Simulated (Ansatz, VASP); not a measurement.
## Cross-check of HfSiO4 (Hafnon) between VASP and Ansatz

One calculation is typed for both programs; each brings its own data sets. How far apart do they land? The cell is taken from a series of runs on this material, whose earlier steps may have relaxed, scaled, displaced or heated it; both programs get it as it stands.

Calculated with Ansatz 0.2.0; plane waves, with VASP 6.6.1 beside it; relaxation of cell and atoms at LDA.

### 1. Set-up

Symmetry: I4_1/amd, No. 141, tetragonal system. Conventional cell: a = 6.524 Å, b = 6.524 Å, c = 5.923 Å, α = 90.00°, β = 90.00°, γ = 90.00°. Hf has 8 O at 2.09 to 2.24 Å nearest. Si has 4 O at 1.62 Å nearest. O has 1 Si at 1.62 Å and 2 Hf at 2.09 to 2.24 Å nearest. Farther neighbours and most contacts between anions are not listed.

### 2. VASP: relaxation of cell and atoms, LDA

The relaxed volume is the usual yardstick between codes: in a stiff, nearly cubic crystal its relative difference is about their pressure difference at one cell divided by the bulk modulus.

Lines of VASP's logs that name or quote its potential files are left out, and so is its time.

Contents of INCAR:

```
SYSTEM = HfSiO4
PREC = Accurate
ENCUT = 600
EDIFF = 1E-07
NELM = 120
ISMEAR = 0
SIGMA = 0.01
LREAL = .FALSE.
ALGO = Normal
GGA = CA
NBANDS = 50
LASPH = .TRUE.
LORBIT = 11
LWAVE = .FALSE.
LCHARG = .FALSE.
ISIF = 3
IBRION = 2
NSW = 80
EDIFFG = -0.005
GGA_COMPAT = .FALSE.
NELMIN = 4
EFERMI = MIDGAP
KPAR = 2
```

Contents of POSCAR:

```
HfSiO4
1.0
   -3.2619650000      3.2619650000      2.9616040000
    3.2619650000     -3.2619650000      2.9616040000
    3.2619650000      3.2619650000     -2.9616040000
Hf Si O
2 2 8
Direct
    0.7500000000      0.2500000000      0.5000000000
    0.0000000000      0.0000000000      0.0000000000
    0.2500000000      0.7500000000      0.5000000000
    0.5000000000      0.5000000000      0.0000000000
    0.1330009925      0.3180575458      0.8149434467
    0.0680573770      0.7531139304      0.6850565533
    0.5031139304      0.3180573770      0.1850565533
    0.0680573770      0.3830008237      0.3149434467
    0.6169990075      0.9319424542      0.6850565533
    0.6819424542      0.8669990075      0.1850565533
    0.2468859008      0.9319424542      0.3149434467
    0.6819424542      0.4968859008      0.8149434467
```

Contents of KPOINTS:

```
Automatic mesh
0
Gamma
6 6 6
0 0 0
```

Potentials, in the order of the species: Hf_pv, Si and O (LDA family, release 64).

Launch:

```sh
$ mpirun -np 2 vasp_std
```

Numbers of over 12 decimals in the logs are rounded to 6 here.

Log:

```text
[banner, memory and clock lines left out]
running    2 mpi-ranks, on    1 nodes
 distrk:  each k-point on    1 cores,    2 groups
 distr:  one band on    1 cores,    1 groups

 POSCAR found type information on POSCAR HfSiO
 POSCAR found :  3 types and      12 ions
 LDA part: xc-table for (Slater(with rela. corr.)+CA(PZ))
 , standard interpolation
 POSCAR, INCAR and KPOINTS ok, starting setup
 FFT: planning ... GRIDC
 FFT: planning ... GRID_SOFT
 FFT: planning ... GRID
 WAVECAR not read
 entering main loop
       N       E                     dE             d eps       ncg     rms          rms(c)
DAV:   1     0.481056493850E+03    0.48106E+03   -0.45916E+04  3000   0.167E+03
DAV:   2    -0.105526542187E+03   -0.58658E+03   -0.56954E+03  3686   0.388E+02
DAV:   3    -0.135625061441E+03   -0.30099E+02   -0.29953E+02  3648   0.838E+01
DAV:   4    -0.135989801999E+03   -0.36474E+00   -0.36423E+00  3912   0.101E+01
DAV:   5    -0.135994265652E+03   -0.44637E-02   -0.44621E-02  3736   0.104E+00    0.792E+01
DAV:   6    -0.119511289974E+03    0.16483E+02   -0.66952E+01  3354   0.371E+01    0.643E+01
DAV:   7    -0.119214772139E+03    0.29652E+00   -0.30887E+00  3816   0.843E+00    0.418E+01
DAV:   8    -0.119129178193E+03    0.85594E-01   -0.44129E-01  3630   0.392E+00    0.974E+00
DAV:   9    -0.119091042661E+03    0.38136E-01   -0.14249E-01  3460   0.196E+00    0.269E+00
DAV:  10    -0.119090470336E+03    0.57233E-03   -0.80778E-03  3736   0.473E-01    0.400E-01
DAV:  11    -0.119090354994E+03    0.11534E-03   -0.10156E-03  3632   0.158E-01    0.490E-01
DAV:  12    -0.119090347469E+03    0.75253E-05   -0.11278E-04  3582   0.502E-02    0.189E-01
DAV:  13    -0.119090350564E+03   -0.30948E-05   -0.10263E-05  3872   0.161E-02    0.447E-02
DAV:  14    -0.119090350231E+03    0.33326E-06   -0.68723E-07  3556   0.450E-03    0.414E-03
DAV:  15    -0.119090350241E+03   -0.99772E-08   -0.15944E-07  2488   0.192E-03
   1 F= -.11909035E+03 E0= -.11909035E+03  d E =-.119090E+03
[...]
2 F= -.11908931E+03 E0= -.11908931E+03  d E =0.104168E-02
[...]
3 F= -.11909801E+03 E0= -.11909801E+03  d E =-.766133E-02
[...]
4 F= -.11909801E+03 E0= -.11909801E+03  d E =-.765954E-02
[...]
5 F= -.11909811E+03 E0= -.11909811E+03  d E =-.965528E-04
[...]
6 F= -.11909812E+03 E0= -.11909812E+03  d E =-.109926E-03
[...]
7 F= -.11909813E+03 E0= -.11909813E+03  d E =-.101555E-04
 trial-energy change:   -0.000010  1 .order   -0.000008   -0.000102    0.000086
 step:   0.4773(harm=  0.4621)  dis= 0.00009  next Energy=  -119.098149 (dE=-0.288E-04)
 bond charge predicted
       N       E                     dE             d eps       ncg     rms          rms(c)
DAV:   1    -0.119098192979E+03   -0.63109E-04   -0.22477E-03  3020   0.255E-01    0.811E-02
DAV:   2    -0.119098157815E+03    0.35164E-04   -0.10980E-04  3496   0.521E-02    0.267E-02
DAV:   3    -0.119098150623E+03    0.71923E-05   -0.10745E-05  3768   0.165E-02    0.105E-02
DAV:   4    -0.119098148949E+03    0.16735E-05   -0.27670E-06  3736   0.903E-03    0.108E-02
DAV:   5    -0.119098148858E+03    0.91396E-07   -0.53209E-07  3428   0.348E-03
   8 F= -.11909815E+03 E0= -.11909815E+03  d E =-.291479E-04
 curvature:  -0.29 expect dE=-0.160E-06 dE for cont linesearch -0.614E-09
 trial: gam=-0.00843 g(F)=  0.227E-06 g(S)=  0.315E-06 ort = 0.563E-06 (trialstep = 0.777E+00)
 search vector abs. value=  0.543E-06
 reached required accuracy - stopping structural energy minimisation
```

OUTCAR, selected parts (step 2):

```text
ion  position               nearest neighbor table
   1  0.750  0.250  0.500-   7 2.09  12 2.09  10 2.09   5 2.09   8 2.24   6 2.24   9 2.24  11 2.24
                             3 2.96   3 2.96   2 3.58   2 3.58   2 3.58   2 3.58
   2  0.000  0.000  0.000-   6 2.09   8 2.09  11 2.09   9 2.09   7 2.24  10 2.24   5 2.24  12 2.24
                             4 2.96   4 2.96   1 3.58   1 3.58   1 3.58   1 3.58
   3  0.250  0.750  0.500-   9 1.62  11 1.62   8 1.62   6 1.62   1 2.96   1 2.96
   4  0.500  0.500  0.000-   5 1.62  10 1.62  12 1.62   7 1.62   2 2.96   2 2.96
   5  0.133  0.318  0.815-   4 1.62   1 2.09   2 2.24
   6  0.068  0.753  0.685-   3 1.62   2 2.09   1 2.24
   7  0.503  0.318  0.185-   4 1.62   1 2.09   2 2.24
   8  0.068  0.383  0.315-   3 1.62   2 2.09   1 2.24
   9  0.617  0.932  0.685-   3 1.62   2 2.09   1 2.24
  10  0.682  0.867  0.185-   4 1.62   1 2.09   2 2.24
  11  0.247  0.932  0.315-   3 1.62   2 2.09   1 2.24
  12  0.682  0.497  0.815-   4 1.62   1 2.09   2 2.24

  LATTYP: Found a body centered tetragonal cell.
 ALAT       =     6.5239300000
 C/A-ratio  =     0.9079202260

 Subroutine GETGRP returns: Found 16 space group operations
 (whereof  8 operations were pure point group operations)

The static configuration has the point symmetry D_2d.
 The point group associated with its full space group is D_4h.

 Found     30 irreducible k-points:

   k-points           NKPTS =     30   k-points in BZ     NKDIM =     30   number of bands    NBANDS=     50

   dimension x,y,z NGX =    48 NGY =   48 NGZ =   48
   dimension x,y,z NGXF=    96 NGYF=   96 NGZF=   96

   ENCUT  =  600.0 eV  44.10 Ry    6.64 a.u.  10.95 10.95 10.95*2*pi/ulx,y,z

   NELECT =      76.0000    total number of electrons

 k-points in reciprocal lattice and weights: Automatic mesh
   0.00000000  0.00000000  0.00000000       0.005
   0.16666667  0.00000000 -0.00000000       0.037
   0.33333333  0.00000000  0.00000000       0.037
   0.50000000  0.00000000 -0.00000000       0.019
   0.16666667  0.16666667 -0.00000000       0.037
   0.33333333  0.16666667  0.00000000       0.074
   0.50000000  0.16666667  0.00000000       0.074
  -0.33333333  0.16666667  0.00000000       0.074
  -0.16666667  0.16666667  0.00000000       0.019
[...]
-0.33333333 -0.33333333  0.33333333       0.009
   0.50000000  0.50000000  0.50000000       0.005

 average (electrostatic) potential at core
       1 -37.4619       2 -37.4619       3 -85.7397       4 -85.7398       5 -71.1645
       6 -71.1645       7 -71.1645       8 -71.1645       9 -71.1645      10 -71.1645
      11 -71.1645      12 -71.1645

 E-fermi :   6.0359

 k-point     1 :       0.0000    0.0000    0.0000
  band No.  band energies     occupation
    ...
     34       2.6961      2.00000
     35       2.7446      2.00000
     36       2.7765      2.00000
     37       2.7765      2.00000
     38       3.3242      2.00000
     39       9.1949      0.00000
     40       9.5356      0.00000
     41       9.5369      0.00000
     42       9.6771      0.00000
     43       9.6771      0.00000
    ...

 k-point     2 :       0.1667    0.0000   -0.0000
  band No.  band energies     occupation
    ...
     34       2.4608      2.00000
     35       2.6512      2.00000
     36       2.7666      2.00000
     37       2.8946      2.00000
     38       3.2654      2.00000
     39       9.1320      0.00000
     40       9.4266      0.00000
     41       9.6088      0.00000
     42       9.8221      0.00000
     43      10.0117      0.00000
    ...

 k-point     3 :       0.3333    0.0000    0.0000
  band No.  band energies     occupation
    ...
     34       2.2675      2.00000
     35       2.5233      2.00000
     36       2.5649      2.00000
     37       3.0232      2.00000
     38       3.1664      2.00000
     39       9.0461      0.00000
     40       9.3065      0.00000
     41       9.7760      0.00000
     42      10.1132      0.00000
     43      10.6202      0.00000
    ...

  Total        0.0060455      0.0060455      0.0022790      0.0000000     -0.0000000      0.0000000
  in kB        0.0773849      0.0773849      0.0291719      0.0000000     -0.0000000      0.0000000
  external PRESSURE =       0.0613139 kB  Pullay stress =       0.0000000 kB

  energy-cutoff  :      600.00
  volume of cell :      125.17
      direct lattice vectors                 reciprocal lattice vectors
    -3.252315342  3.252315342  2.958303101     0.000000000  0.153736630  0.169015812
     3.252315342 -3.252315342  2.958303101     0.153736630  0.000000000  0.169015812
     3.252315342  3.252315342 -2.958303101     0.153736630  0.153736630  0.000000000

 POSITION                                       TOTAL-FORCE (eV/Angst)
 -----------------------------------------------------------------------------------
      0.00000      3.25232      1.47915         0.000000     -0.000000      0.000000
      0.00000      0.00000     -0.00000         0.000000     -0.000000      0.000000
      3.25232      0.00000      1.47915         0.000000     -0.000000      0.000000
      0.00000      0.00000      2.95830         0.000000     -0.000000      0.000000
      3.25232      2.04561     -1.07978         0.000000      0.000648      0.000411
      4.45902     -0.00000      0.39937        -0.000648     -0.000000      0.000411
     -0.00000      1.20670      1.87852         0.000000     -0.000648      0.000411
      2.04561     -0.00000      0.39937         0.000648     -0.000000      0.000411
      3.25232      1.20670      2.55893         0.000000     -0.000648     -0.000411
      1.20670     -0.00000      4.03809        -0.000648     -0.000000     -0.000411
      3.25232     -1.20670      2.55893         0.000000      0.000648     -0.000411
      2.04561      3.25232      1.07978         0.000648     -0.000000     -0.000411
 -----------------------------------------------------------------------------------
    total drift:                                0.000000      0.000025      0.003472

  FREE ENERGIE OF THE ION-ELECTRON SYSTEM (eV)
  ---------------------------------------------------
  free  energy   TOTEN  =      -119.0981488577 eV

  energy  without entropy=     -119.0981488577  energy(sigma->0) =     -119.09814886

 reached required accuracy - stopping structural energy minimisation

 total charge
# of ion       s       p       d       tot
------------------------------------------
    1        0.308   6.666   1.475   8.448
    2        0.308   6.666   1.475   8.448
    3        0.678   1.047   0.000   1.725
    4        0.678   1.047   0.000   1.725
    5        1.544   3.615   0.000   5.159
    6        1.544   3.615   0.000   5.159
    7        1.544   3.615   0.000   5.159
    8        1.544   3.615   0.000   5.159
    9        1.544   3.615   0.000   5.159
   10        1.544   3.615   0.000   5.159
   11        1.544   3.615   0.000   5.159
   12        1.544   3.615   0.000   5.159
--------------------------------------------------
tot         14.323  44.349   2.950  61.622

[... 3 further parts left out ...]
```

The gap is read on the k-mesh alone, so it is an upper bound where the band edges lie off the mesh. Harder data sets than Hf_pv exist (the GW ones), and pressures, volumes and forces can shift noticeably with them. The run keeps the 16 symmetry operations of its start, so it cannot find a distortion of lower symmetry.

(Part 1 of 2 ends here.)

[Lines on the potential files, build, host, timing and source positions are cut from VASP's logs without a mark.]

[Logs are printed without paths, hosts, clocks, repeated set-up lines and the standing remarks that a program may print on its own settings, such as how far it seeks lower states.]

[Hosts, paths, dates, database ids (printed as entryN), source tags and the programs' standing remarks are cut or masked in the printed files.]
